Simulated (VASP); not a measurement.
OSZICAR of a VASP run on HgTe (zinc blende):

**OSZICAR**
```
       N       E                     dE             d eps       ncg     rms          rms(c)
DAV:   1     0.935108335259E+02    0.93511E+02   -0.71049E+03   416   0.958E+02
DAV:   2    -0.155913053566E+00   -0.93667E+02   -0.87646E+02   466   0.241E+02
DAV:   3    -0.400344502334E+01   -0.38475E+01   -0.38356E+01   496   0.514E+01
DAV:   4    -0.404244165383E+01   -0.38997E-01   -0.38985E-01   589   0.479E+00
DAV:   5    -0.404254249755E+01   -0.10084E-03   -0.10084E-03   486   0.231E-01    0.716E+00
DAV:   6    -0.384494229882E+01    0.19760E+00   -0.47217E-01   471   0.975E+00    0.570E+00
DAV:   7    -0.383653392860E+01    0.84084E-02   -0.10432E-01   466   0.247E+00    0.203E+00
DAV:   8    -0.383557281010E+01    0.96112E-03   -0.10660E-02   436   0.136E+00    0.568E-01
DAV:   9    -0.383558144215E+01   -0.86321E-05   -0.87632E-04   481   0.351E-01    0.120E-01
DAV:  10    -0.383562663588E+01   -0.45194E-04   -0.10239E-04   441   0.100E-01    0.461E-02
DAV:  11    -0.383565290748E+01   -0.26272E-04   -0.57213E-05   456   0.590E-02    0.403E-02
DAV:  12    -0.383565083871E+01    0.20688E-05   -0.47699E-06   486   0.229E-02    0.208E-02
DAV:  13    -0.383565086103E+01   -0.22317E-07   -0.76814E-07   321   0.546E-03
   1 F= -.38356509E+01 E0= -.38354723E+01  d E =-.357089E-03
```

Problem. Which electronic solver shows in the log?

Solution. It is blocked Davidson (ALGO = Normal, or the opening steps of other solvers). The INCAR had ALGO = Normal.

Problem. Can the final energy be trusted as converged?

Solution. The calculation finished and met its thresholds. It stopped with EDIFF = 1E-6, NELM = 100 (AM05 GGA, plane waves, VASP's PBE PAW potentials (set 64)).

The compound is HgTe in the zinc blende structure. The cell was not relaxed at this level. The run is one of a series of settings (GGA = AM against the base run), some of them coarse on purpose.
